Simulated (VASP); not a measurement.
Output of a VASP run:

**OUTCAR**
```
 ion  position               nearest neighbor table
   1  0.000  0.500  0.346-   5 2.60   6 2.60   6 2.60   6 2.60   6 2.60
   2  0.500  0.000  0.449-   6 2.60   8 2.60   5 2.60   5 2.60   5 2.60   5 2.60
   3  0.000  0.500  0.551-   5 2.60   7 2.60   8 2.60   8 2.60   8 2.60   8 2.60
   4  0.500  0.000  0.654-   8 2.60   7 2.60   7 2.60   7 2.60   7 2.60
   5  0.000  0.500  0.449-   1 2.60   3 2.60   2 2.60   2 2.60   2 2.60   2 2.60
   6  0.500  0.000  0.346-   2 2.60   1 2.60   1 2.60   1 2.60   1 2.60
   7  0.000  0.500  0.654-   3 2.60   4 2.60   4 2.60   4 2.60   4 2.60
   8  0.500  0.000  0.551-   2 2.60   4 2.60   3 2.60   3 2.60   3 2.60   3 2.60
  LATTYP: Found a simple tetragonal cell.
 ALAT       =     3.6719786496
 C/A-ratio  =     6.9078898164
 Subroutine PRICEL returns:
 Original cell was already a primitive cell.
 Subroutine GETGRP returns: Found 16 space group operations
The static configuration has the point symmetry D_2d.
 The point group associated with its full space group is D_4h.
The dynamic configuration has the point symmetry D_2d.
 Subroutine INISYM returns: Found 16 space group operations
 Subroutine IBZKPT returns following result:
 Found     10 irreducible k-points:

 Following reciprocal coordinates:
            Coordinates               Weight
  0.000000  0.000000  0.000000      1.000000
  0.166667  0.000000  0.000000      4.000000
  0.333333  0.000000  0.000000      4.000000
  0.500000  0.000000  0.000000      2.000000
  0.166667  0.166667  0.000000      4.000000
  0.333333  0.166667  0.000000      8.000000
  0.500000  0.166667  0.000000      4.000000
  0.333333  0.333333  0.000000      4.000000
  0.500000  0.333333  0.000000      4.000000
  0.500000  0.500000  0.000000      1.000000
   k-points           NKPTS =     10   k-points in BZ     NKDIM =     10   number of bands    NBANDS=     21
   number of dos      NEDOS =    301   number of ions     NIONS =      8
   total plane-waves  NPLWV =  40824
   dimension x,y,z NGX =    18 NGY =   18 NGZ =  126
   dimension x,y,z NGXF=    36 NGYF=   36 NGZF=  252
   ions per type =               4   4
   PREC   = normal    normal or accurate (medium, high low for compatibility)
   ISTART =      0    job   : 0-new  1-cont  2-samecut
   ICHARG =      2    charge: 1-file 2-atom 10-const
   ISPIN  =      1    spin polarized calculation?
   LNONCOLLINEAR =      F non collinear calculations
   LSORBIT =      F    spin-orbit coupling
   INIWAV =      1    electr: 0-lowe 1-rand  2-diag
   ENCUT  =  400.0 eV  29.40 Ry    5.42 a.u.   5.99  5.99 41.36*2*pi/ulx,y,z
   NELM   =    100;   NELMIN=  4; NELMDL= -5     # of ELM steps
   EDIFF  = 0.1E-04   stopping-criterion for ELM
   LREAL  =      F    real-space projection
   NLSPLINE    = F    spline interpolate recip. space projectors
   LMAXMIX     =    2 max onsite mixed and CHGCAR
   VOSKOWN=      0    Vosko Wilk Nusair interpolation
   EDIFFG = -.3E-01   stopping-criterion for IOM
   NSW    =     50    number of steps for IOM
   NBLOCK =      1;   KBLOCK =     50    inner block; outer block
   IBRION =      2    ionic relax: 0-MD 1-quasi-New 2-CG
   NFREE  =      1    steps in history (QN), initial steepest desc. (CG)
   ISIF   =      2    stress and relaxation
   ISYM   =      2    0-nonsym 1-usesym 2-fastsym
   TEIN   =    0.0    initial temperature
   TEBEG  =    0.0;   TEEND  =   0.0 temperature during run
   SMASS  =  -3.00    Nose mass-parameter (am)
   PSTRESS=    0.0 pullay stress
   NELECT =      32.0000    total number of electrons
   EFERMI =   0.00;   METHOD = LEGACY
   ISMEAR =     0;   SIGMA  =   0.05  broadening in eV -4-tet -1-fermi 0-gaus
   IALGO  =     38    algorithm
   LDIAG  =      T    sub-space diagonalisation (order eigenvalues)
   IMIX   =      4    mixing-type and parameters
     AMIX     =   0.40;   BMIX     =  1.00
     AMIX_MAG =   1.60;   BMIX_MAG =  1.00
     AMIN     =   0.10
   METAGGA = R2SCAN    functional components
   VOSKOWN =     0    Vosko Wilk Nusair interpolation
   LHFCALC =     F    Hartree Fock is set to
   LHFONE  =     F    Hartree Fock one center treatment
   AEXX    =    0.0000 exact exchange contribution
   IVDW    =     0    specifies the selected vdW correction
...
```

OSZICAR:
```
...
DAV:   9    -0.611941099381E+02   -0.21026E-04   -0.55063E-05   420   0.833E-02    0.302E-03
DAV:  10    -0.611941339558E+02   -0.24018E-04   -0.62158E-06   285   0.261E-02    0.607E-03
DAV:  11    -0.611941412742E+02   -0.73184E-05   -0.24599E-06   275   0.195E-02
   4 F= -.61194141E+02 E0= -.61194141E+02  d E =-.167713E-01
       N       E                     dE             d eps       ncg     rms          rms(c)
DAV:   1    -0.611990925984E+02   -0.49586E-02   -0.78629E-01   420   0.459E+00    0.397E-01
DAV:   2    -0.612006356351E+02   -0.15430E-02   -0.36848E-02   460   0.117E+00    0.262E-01
DAV:   3    -0.612018621570E+02   -0.12265E-02   -0.17685E-03   443   0.357E-01    0.235E-01
DAV:   4    -0.612017366409E+02    0.12552E-03   -0.51687E-04   430   0.177E-01    0.141E-01
DAV:   5    -0.612019075969E+02   -0.17096E-03   -0.53406E-04   505   0.175E-01    0.278E-02
DAV:   6    -0.612018193726E+02    0.88224E-04   -0.26845E-04   435   0.135E-01    0.353E-02
DAV:   7    -0.612020195595E+02   -0.20019E-03   -0.91074E-05   430   0.961E-02    0.187E-02
DAV:   8    -0.612019136014E+02    0.10596E-03   -0.38565E-05   412   0.705E-02    0.681E-03
DAV:   9    -0.612020147226E+02   -0.10112E-03   -0.48277E-05   420   0.716E-02    0.340E-03
DAV:  10    -0.612020220423E+02   -0.73197E-05   -0.61599E-06   280   0.222E-02
   5 F= -.61202022E+02 E0= -.61202022E+02  d E =-.246521E-01
       N       E                     dE             d eps       ncg     rms          rms(c)
DAV:   1    -0.612021407676E+02   -0.12605E-03   -0.32401E-02   420   0.929E-01    0.763E-02
DAV:   2    -0.612021725047E+02   -0.31737E-04   -0.15101E-03   440   0.242E-01    0.559E-02
DAV:   3    -0.612022303215E+02   -0.57817E-04   -0.82517E-05   425   0.851E-02    0.497E-02
DAV:   4    -0.612022789383E+02   -0.48617E-04   -0.29908E-05   340   0.521E-02    0.306E-02
DAV:   5    -0.612022664817E+02    0.12457E-04   -0.28078E-05   455   0.438E-02    0.725E-03
DAV:   6    -0.612022742650E+02   -0.77833E-05   -0.14053E-05   276   0.375E-02
   6 F= -.61202274E+02 E0= -.61202274E+02  d E =-.249043E-01
       N       E                     dE             d eps       ncg     rms          rms(c)
DAV:   1    -0.612043894794E+02   -0.21230E-02   -0.30271E-01   420   0.266E+00    0.351E-01
DAV:   2    -0.612042242141E+02    0.16527E-03   -0.14683E-02   513   0.751E-01    0.104E-01
DAV:   3    -0.612056223132E+02   -0.13981E-02   -0.74196E-04   440   0.197E-01    0.810E-02
DAV:   4    -0.612057347022E+02   -0.11239E-03   -0.27486E-04   495   0.999E-02    0.466E-02
DAV:   5    -0.612058264398E+02   -0.91738E-04   -0.10925E-04   420   0.941E-02    0.152E-02
DAV:   6    -0.612058345942E+02   -0.81544E-05   -0.91426E-05   420   0.914E-02
   7 F= -.61205835E+02 E0= -.61205835E+02  d E =-.356033E-02
       N       E                     dE             d eps       ncg     rms          rms(c)
DAV:   1    -0.612057100299E+02    0.11641E-03   -0.17097E-01   420   0.200E+00    0.270E-01
DAV:   2    -0.612055589109E+02    0.15112E-03   -0.83967E-03   508   0.568E-01    0.737E-02
DAV:   3    -0.612064313365E+02   -0.87243E-03   -0.43827E-04   435   0.154E-01    0.571E-02
DAV:   4    -0.612064939906E+02   -0.62654E-04   -0.18220E-04   460   0.906E-02    0.329E-02
DAV:   5    -0.612065460200E+02   -0.52029E-04   -0.63813E-05   420   0.809E-02    0.106E-02
DAV:   6    -0.612065372170E+02    0.88029E-05   -0.66865E-05   430   0.833E-02
   8 F= -.61206537E+02 E0= -.61206537E+02  d E =-.426295E-02
```

**OUTCAR**
```
------------------------ aborting loop because EDIFF is reached ----------------------------------------
  FORCE on cell =-STRESS in cart. coord.  units (eV):
  Direction    XX          YY          ZZ          XY          YZ          ZX
  --------------------------------------------------------------------------------------
  Total       -2.9557034     -2.9557034     -0.2804725      0.0000000      0.0000000      0.0000000
  in kB      -13.8460403    -13.8460403     -1.3138778      0.0000000      0.0000000      0.0000000
  external PRESSURE =      -9.6686528 kB  Pullay stress =       0.0000000 kB
  volume of cell :      342.02
      direct lattice vectors                 reciprocal lattice vectors
     3.671978650  0.000000000  0.000000000     0.272332738  0.000000000  0.000000000
     0.000000000  3.671978650  0.000000000     0.000000000  0.272332738  0.000000000
     0.000000000  0.000000000 25.365623919     0.000000000  0.000000000  0.039423434
 POSITION                                       TOTAL-FORCE (eV/Angst)
 -----------------------------------------------------------------------------------
      3.67198      1.83599      8.90476         0.000000      0.000000      0.016953
      1.83599      3.67198     11.30773         0.000000      0.000000      0.017459
      3.67198      1.83599     14.05789         0.000000     -0.000000     -0.017459
      1.83599      0.00000     16.46087        -0.000000     -0.000000     -0.016953
      3.67198      1.83599     11.41043         0.000000      0.000000      0.016917
      1.83599      3.67198      8.70017         0.000000     -0.000000      0.008548
      0.00000      1.83599     16.66545         0.000000     -0.000000     -0.008548
      1.83599      3.67198     13.95519        -0.000000     -0.000000     -0.016917
 -----------------------------------------------------------------------------------
    total drift:                                0.000000     -0.000000      0.000000
  FREE ENERGIE OF THE ION-ELECTRON SYSTEM (eV)
  ---------------------------------------------------
  free  energy   TOTEN  =       -61.2065372170 eV

  energy  without entropy=      -61.2065372170  energy(sigma->0) =      -61.20653722

 reached required accuracy - stopping structural energy minimisation
```
(Selected blocks of OUTCAR.)

File POSCAR:
```
MgS(100) slab
1
    3.6719786496     0.0000000000     0.0000000000
    0.0000000000     3.6719786496    -0.0000000000
   -0.0000000000    -0.0000000000    25.3656239195
Mg S
4 4
Direct
  0.0000000000   0.5000000000   0.3464570000
  0.5000000000   0.0000000000   0.4488190000
  0.0000000000   0.5000000000   0.5511810000
  0.5000000000   0.0000000000   0.6535430000
  0.0000000000   0.5000000000   0.4488190000
  0.5000000000   0.0000000000   0.3464570000
  0.0000000000   0.5000000000   0.6535430000
  0.5000000000   0.0000000000   0.5511810000
```

**Question.** Reconstruct the remaining input files.

**Answer.** Several could match; the one computed here: the input of the run itself, r2SCAN meta-GGA, plane waves, VASP's PBE PAW potentials (set 64).

### INCAR
```
SYSTEM = MgS(100) slab
PREC = Normal; ENCUT = 400; LREAL = F
LASPH = T
EDIFF = 1E-5; NELM = 100; NELMIN = 4
ALGO = Normal; LMIXTAU = T
ISMEAR = 0; SIGMA = 0.05
METAGGA = R2SCAN
IBRION = 2; NSW = 50; ISIF = 2
EDIFFG = -0.03
LWAVE = T; LCHARG = F
DIPOL = 0.5 0.5 0.5
LDIPOL = T; IDIPOL = 3
```

File KPOINTS:
```
Automatic mesh
0
Gamma
6 6 1
0 0 0
```

POTCAR, in this order: Mg S (PBE.64 set). Program: vasp_std.

The cell is a thin slab with vacuum, built from MgS (rock salt): (100) face.
